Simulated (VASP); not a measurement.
The system is LuBe.

```
Lu Be
1.0
     3.32037    0.00000    0.00000
     0.00000    3.32037    0.00000
     0.00000    0.00000    3.32037
Lu Be
1 1
Cartesian
  0.0000 0.0000 0.0000
  1.6602 1.6602 1.6602
```

The cell was built by a generator and needn't be a form met in nature.

| Item | Value |
| --- | --- |
| Program | VASP 6.6.1 |
| Task | relaxation of cell and atoms |
| Functional | revPBE |
| Dispersion | D3(BJ) |
| Potentials or basis | VASP PAW PBE potentials, release 64 (Lu, Be) |
| Cutoff | 600 eV |
| k mesh | 8 × 8 × 8 |
| Occupations | fermi-dirac, width 0.05 eV |
| Spin | no spin polarisation |

At the start: pressure -3.3 GPa; volume 18.30 Å³/atom.

Question: Where does the relaxation end?

Answer: Over 3 steps the energy falls by 9.4 meV/atom and the volume is 17.42 Å³/atom (-4.8 %); space group Pm-3m (No. 221, to 0.05 Å).

Step by step:
| step | energy change (eV) | largest force (eV/Å) | pressure (GPa) | volume (Å³) |
| --- | --- | --- | --- | --- |
| 1 | 0.0000 | 0.0000 | -3.34 | 36.61 |
| 2 | -0.0184 | 0.0000 | 0.45 | 34.62 |
| 3 | -0.0187 | 0.0000 | 0.03 | 34.84 |

Final structure:
```xyz
2
Lattice="3.2661 0.0000 0.0000 0.0000 3.2661 0.0000 0.0000 0.0000 3.2661" Properties=species:S:1:pos:R:3 pbc="T T T"
Lu    0.0000    0.0000    0.0000
Be    1.6330    1.6330    1.6330
```

Caveat: the PAW data sets were made with another functional, which shifts forces and pressure a little; pairwise dispersion overbinds metals, which lowers pressure and volume.
